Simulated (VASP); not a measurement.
Here is a VASP 6.6.1 calculation.

File POSCAR:

```
Si
1.0
    0.0000000000      2.7135600000      2.7135600000
    2.7135600000      0.0000000000      2.7135600000
    2.7135600000      2.7135600000      0.0000000000
Si
2
Direct
    0.7500000000      0.7500000000      0.7500000000
    0.5000000000      0.5000000000      0.5000000000
```

The input INCAR.step1:

```
SYSTEM = Si
PREC     = Accurate       ! precision mode
ENCUT    = 600            ! plane-wave cutoff, eV
EDIFF    = 1E-8           ! SCF threshold, eV
ISMEAR   = 0              ! smearing method
SIGMA    = 0.02           ! smearing width, eV
LREAL    = .False.        ! projectors in reciprocal space
LASPH    = .True.         ! aspherical terms in the spheres
NELM     = 80             ! most SCF steps
ALGO     = Fast           ! electronic algorithm
ISIF     = 3              ! what is computed and relaxed
LWAVE    = .False.        ! write WAVECAR
LCHARG   = .False.        ! write CHGCAR
GGA      = PE             ! functional
IBRION   = 2              ! ionic algorithm
NSW      = 40             ! ionic steps
EDIFFG   = -0.002         ! ionic threshold
```

Contents of INCAR.step2:

```
SYSTEM = Si
PREC     = Accurate       ! precision mode
ENCUT    = 600            ! plane-wave cutoff, eV
EDIFF    = 1E-8           ! SCF threshold, eV
ISMEAR   = 0              ! smearing method
SIGMA    = 0.02           ! smearing width, eV
LREAL    = .False.        ! projectors in reciprocal space
LASPH    = .True.         ! aspherical terms in the spheres
NELM     = 80             ! most SCF steps
ALGO     = Fast           ! electronic algorithm
ISIF     = 2              ! what is computed and relaxed
LWAVE    = .False.        ! write WAVECAR
LCHARG   = .False.        ! write CHGCAR
GGA      = PE             ! functional
IBRION   = 6              ! ionic algorithm
NFREE    = 2            
POTIM    = 0.015          ! step
NSW      = 1              ! ionic steps
```

File KPOINTS:

```
Automatic mesh
0
Gamma
  10 10 10
  0 0 0
```

Potentials or basis: VASP PAW PBE potentials, release 64 (Si).

The run is started by

```console
$ cat potpaw_PBE.64/Si/POTCAR > POTCAR
$ cp INCAR.step1 INCAR
$ mpirun -np 1 vasp_std > vasp.out
$ cp CONTCAR POSCAR
$ cp INCAR.step2 INCAR
$ mpirun -np 1 vasp_std > vasp.out
```

Q: Predict the highest phonon frequency at Γ.

A: 503 cm⁻¹.

Q: What does it give for the relaxed volume?

A: 20.44 Å³/atom.

Q: What does it give for the relaxed cell?

A: a = 3.867 Å, b = 3.867 Å, c = 3.867 Å, α = 60.00°, β = 60.00°, γ = 60.00°.

Q: Estimate the space group after relaxing (to 0.05 Å).

A: Fd-3m (No. 227).

Phonon frequencies in cm⁻¹ (negative: imaginary):
```tsv
q point	frequencies
(0.000, 0.000, 0.000)	0 0 0 503 503 503
```
